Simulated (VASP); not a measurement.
# HPbNO4 (P1) in VASP: further runs, part 3 of 3

VASP 6.6.1. The steps go on from the part before.

### 6 Band structure, rev-vdW-DF2

This run uses another cell than the first one, of 13.71 Å³/atom, 0.947 times its volume.

INCAR

```
SYSTEM = HPbNO4
PREC = Accurate ; ENCUT = 520
EDIFF = 1E-6 ; ISMEAR = -1
SIGMA = 0.05 ; LREAL = .FALSE.
LASPH = .TRUE. ; NELM = 60
ALGO = Normal ; ISIF = 2
LWAVE = .FALSE. ; LCHARG = .FALSE.
GGA = MK ; LUSE_VDW = .TRUE.
AGGAC = 0.0 ; PARAM1 = 0.1234
PARAM2 = 0.711357 ; ZAB_VDW = -1.8867
NBANDS = 31 ; KPAR = 4
```

KPOINTS

```
Automatic mesh
0
G
  7 7 5
  0 0 0
```

POSCAR

```
HPbNO4                                  
1.0
    4.1168607572     -0.0065195456      0.0046463835
    1.9737925736      3.7240766616     -0.0156957875
    2.0094355572      1.2089978630      6.2508342253
  H               Pb              N               O             
     1     1     1     4
Direct
     0.8958195558051903    0.6814916206839351    0.6192196074061114
     0.1370300483507174    0.9427949853866201    0.8846416170561998
     0.2569046167139015    0.2853755903343320    0.3053210524111407
     0.8335427525636083    0.6502553438385885    0.7771960982855198
     0.3935253426461018    0.2109724627447855    0.1155746727541584
     0.3112304390870401    0.0294839607480779    0.4645850047297030
     0.0706772448334483    0.6154260362636580    0.3249619473571617
```

KPOINTS_OPT

```
path XGY,LGZ,NGM,RG
20
line-mode
reciprocal
 0.0000000000  0.0000000000  0.5000000000  X
 0.0000000000  0.0000000000  0.0000000000  G

 0.0000000000  0.0000000000  0.0000000000  G
 0.5000000000  0.0000000000  0.0000000000  Y

 0.5000000000  0.0000000000  0.5000000000  L
 0.0000000000  0.0000000000  0.0000000000  G

 0.0000000000  0.0000000000  0.0000000000  G
 0.0000000000  0.5000000000  0.0000000000  Z

 0.0000000000  0.5000000000  0.5000000000  N
 0.0000000000  0.0000000000  0.0000000000  G

 0.0000000000  0.0000000000  0.0000000000  G
 0.5000000000  0.5000000000  0.0000000000  M

 0.5000000000  0.5000000000  0.5000000000  R
 0.0000000000  0.0000000000  0.0000000000  G
```

Potentials or basis: VASP PAW PBE potentials, release 64 (H, Pb_d, N, O).

On the command line:

```bash
$ cat potpaw_PBE.64/H/POTCAR potpaw_PBE.64/Pb_d/POTCAR potpaw_PBE.64/N/POTCAR potpaw_PBE.64/O/POTCAR > POTCAR
$ mpirun -np 4 vasp_std > vasp.out
```

OUTCAR:

```text
SYSTEM = HPbNO4
   PREC = Accurate
   ENCUT = 520
   EDIFF = 1E-6
   ISMEAR = -1
   LREAL = .FALSE.
   LASPH = .TRUE.
   NELM = 60
   ISIF = 2
   GGA = MK

 ion  position               nearest neighbor table
   1  0.896  0.681  0.619-   4 0.99
   2  0.137  0.943  0.885-   4 2.47   4 2.50   4 2.60   6 2.63   5 2.81   5 2.83   7 2.84   5 2.85

   3  0.257  0.285  0.305-   6 1.26   7 1.26   5 1.29
   4  0.834  0.650  0.777-   1 0.99   2 2.47   2 2.50   2 2.60
   5  0.394  0.211  0.116-   3 1.29   2 2.81   2 2.83   2 2.85
   6  0.311  0.029  0.465-   3 1.26   2 2.63
   7  0.071  0.615  0.325-   3 1.26   2 2.84

[... 1033 lines left out ...]
  Total        0.0519106      0.0310121      0.1203135     -0.0151582      0.0001093     -0.0036222
  in kB        0.8666261      0.5177341      2.0085866     -0.2530607      0.0018251     -0.0604709
  external PRESSURE =       1.1309823 kB  Pullay stress =       0.0000000 kB

 VOLUME and BASIS-vectors are now :
 -----------------------------------------------------------------------------
  energy-cutoff  :      520.00
  volume of cell :       95.97
      direct lattice vectors                 reciprocal lattice vectors
     4.116860757 -0.006519546  0.004646384     0.242759359 -0.128888385 -0.053110272
     1.973792574  3.724076662 -0.015695787     0.000483174  0.268047689 -0.051999458
     2.009435557  1.208997863  6.250834225    -0.000179235  0.000768871  0.159887555

 POSITION                                       TOTAL-FORCE (eV/Angst)
 -----------------------------------------------------------------------------------
      6.27737      3.28072      3.86410        -0.003911      0.009055     -0.005713
      4.20265      4.57968      5.51559        -0.004502     -0.003823      0.006203
      2.23444      1.43022      1.90523        -0.007276      0.007985     -0.017590
      6.27677      3.35579      4.85179         0.006464      0.000832      0.015321
      2.26874      0.92284      0.72096         0.002418     -0.005152     -0.010503
      2.27304      0.66945      2.90503         0.006627     -0.013692      0.015975
      2.15868      2.68431      2.02195         0.000180      0.004795     -0.003693
 -----------------------------------------------------------------------------------
    total drift:                               -0.000495     -0.000590      0.000004

  FREE ENERGIE OF THE ION-ELECTRON SYSTEM (eV)
  ---------------------------------------------------
  free  energy   TOTEN  =       -30.5985301997 eV

  energy  without entropy=      -30.5985301996  energy(sigma->0) =      -30.59853020

Total vdW correction in eV:      8.2993856
```

Run time: 3 min. Hardware: 4 MPI ranks of Intel Xeon Platinum 8488C (Sapphire Rapids), shared host; peak memory 0.73 GiB.

What came out:

| Property | Result |
| --- | --- |
| Free energy | -30.5985 eV |
| Pressure | 0.1 GPa |
| Largest force | 0.022 eV/Å |
| Band gap on the k mesh | 2.56 eV, indirect (least direct gap 2.59 eV) |
| Band gap along the path | 2.82 eV, direct |

Forces on the atoms (eV/Å):
```
H   -0.004  0.009 -0.006
Pb  -0.005 -0.004  0.006
N   -0.007  0.008 -0.018
O    0.006  0.001  0.015
O    0.002 -0.005 -0.011
O    0.007 -0.014  0.016
O    0.000  0.005 -0.004
```

Levels at the corners of the path, in eV from the valence-band top:
```csv
point,band 20,band 21,band 22,band 23,band 24,band 25
X,-1.37,-1.25,-0.95,3.39,3.80,5.84
Γ,-1.40,-1.38,-0.77,3.50,4.39,5.74
Γ,-1.40,-1.38,-0.77,3.50,4.39,5.74
Y,-1.47,-0.65,-0.11,3.09,4.63,5.79
L,-1.64,-0.58,-0.06,3.16,4.24,5.67
Γ,-1.40,-1.38,-0.77,3.50,4.39,5.74
Γ,-1.40,-1.38,-0.77,3.50,4.39,5.74
Z,-1.31,-0.60,0.00,2.82,4.27,5.51
N,-1.34,-0.38,-0.06,2.86,4.06,5.82
Γ,-1.40,-1.38,-0.77,3.50,4.39,5.74
Γ,-1.40,-1.38,-0.77,3.50,4.39,5.74
M,-1.68,-0.64,-0.13,3.12,4.24,5.80
R,-1.55,-0.74,-0.15,3.01,4.70,5.87
Γ,-1.40,-1.38,-0.77,3.50,4.39,5.74
```

Caveat: the standard files for N, O and F lose accuracy on very short bonds; the PAW data sets were made with another functional, which shifts forces and pressure a little; spin-orbit coupling is left out, which as a rule narrows the gap of such compounds by several tenths of an eV.

### 7 Summary

| task | level | cell | k mesh | smearing | grid for exact exchange (PRECFOCK) | exchange at q = 0 | mesh quality | gap on the mesh (eV) | pressure (GPa) | largest force (eV/Å) |
| --- | --- | --- | --- | --- | --- | --- | --- | --- | --- | --- |
| dielectric tensor | PBE | P1, 14.48 Å³/atom | 7 × 7 × 5 | gaussian 0.02 eV | - | - | not flagged | 2.79 | - | - |
| density of states | PBE0 | P1, 14.48 Å³/atom | 4 × 4 × 3 | tetrahedron | Fast | default | coarse | 5.04 | -3.4 | 1.06 |
| band structure | optB88-vdW | P1, 13.73 Å³/atom | 7 × 7 × 5 | fermi-dirac 0.05 eV | - | - | not flagged | 2.55 | 0.1 | 0.02 |
| band structure | vdW-DF-cx | P1, 13.59 Å³/atom | 7 × 7 × 5 | fermi-dirac 0.05 eV | - | - | not flagged | 2.57 | 0.1 | 0.02 |
| band structure | rev-vdW-DF2 | P1, 13.71 Å³/atom | 7 × 7 × 5 | fermi-dirac 0.05 eV | - | - | not flagged | 2.56 | 0.1 | 0.02 |

Alike in all rows: potentials or basis VASP PAW PBE potentials, release 64 (H, Pb_d, N, O); no spin polarisation; cutoff (eV) 520.

Caveats: some runs use coarse meshes; the standard files for N, O and F lose accuracy on very short bonds; spin-orbit coupling is left out, which as a rule narrows the gap of such compounds by several tenths of an eV; the PAW data sets were made with another functional, which shifts forces and pressure a little (some runs); an odd mesh through Γ misses points on the zone boundary, where band edges often lie (some runs).

Absolute energies hang on the potentials; compare differences alone.
